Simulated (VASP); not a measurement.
Here is the system:

```xyz
3
Lattice="0.0000 2.8636 2.8636 2.8636 0.0000 2.8636 2.8636 2.8636 0.0000" Properties=species:S:1:pos:R:3 pbc="T T T"
Li     1.4318     1.4318     1.4318
Li     4.2955     4.2955     4.2955
Se     0.0000     0.0000     0.0000
```

Calculation: PBEsol GGA, VASP's PBE PAW potentials (set 64) (plane waves; VASP 6.6.1). Run with 620 eV cut-off, 7×7×7 Γ-centred mesh, Gaussian smearing of 0.050 eV, potentials Li_sv Se.

Energy and stress use the plane-wave basis of the starting cell.

Question: The ions, cell shape and volume at an external pressure of 10.0 GPa are relaxed. Give the cell that the relaxation ends in.

Answer: 
```xyz
3
Lattice="0.0000 2.7866 2.7866 2.7866 0.0000 2.7866 2.7866 2.7866 0.0000" Properties=species:S:1:pos:R:3 pbc="T T T"
Li     1.3933     1.3933     1.3933
Li     4.1799     4.1799     4.1799
Se     0.0000     0.0000     0.0000
```
Space group Fm-3m (225), at a tolerance of 0.03 Å.

Question: How do energy and volume change from the first to the last step?

Answer: The energy (σ→0) changes by +56.1 meV/atom and the volume by -7.9 %, in 3 ionic steps.

The compound is Li2Se in the antifluorite structure. This run relaxes it under an external pressure of 10 GPa. Symmetry was kept, so distortions that lower it aren't found.
